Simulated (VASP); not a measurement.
```yaml
crystal:
  lattice:
    - [0.00000, 1.95133, 1.95133]
    - [1.95133, 0.00000, 1.95133]
    - [1.95133, 1.95133, 0.00000]
  atoms:
    - { symbol: Pt, position: [0.00000, 0.00000, 0.00000] }
```

All values below come from r2SCAN meta-GGA, VASP's PBE PAW potentials (set 64) (plane waves; VASP). Run with 520 eV cut-off, 16×16×16 Γ-centred mesh, first-order Methfessel-Paxton smearing of 0.10 eV, potentials Pt.

Q: Give the stress tensor in GPa (positive for a compressed cell).

A: 
```
9.08  0.00  0.00
0.00  9.08  0.00
0.00  0.00  9.08
```
The pressure is its mean diagonal, 9.08 GPa.

The compound is Pt in the fcc structure. This cell is one point of a volume scan, at 0.97 of the reference volume.
